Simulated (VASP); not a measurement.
Consider the following.

```xyz
2
Lattice="1.6002 -2.7716 0.0000 1.6002 2.7716 0.0000 0.0000 0.0000 5.0929" Properties=species:S:1:pos:R:3 pbc="T T T"
Mg     1.6002     0.9239     1.2732
Mg     1.6002    -0.9239     3.8197
```

Computed with optB88-vdW, VASP's PBE PAW potentials (set 64) (plane waves; VASP). Run with 520 eV cut-off, 15×15×8 Γ-centred mesh, tetrahedra with Blöchl corrections, potentials Mg.

### Question
Estimate the energy per atom (σ→0), band gap (on the k-mesh) with the smallest direct gap where there is one.

### Answer

```
Property                                                     Value
------------------------  ----------------------------------------
band gap (on the k-mesh)  none (metal, semimetal or under 0.01 eV)
energy per atom (σ→0)                                0.071 eV/atom
```

The compound is Mg in the hcp structure. It was relaxed first.
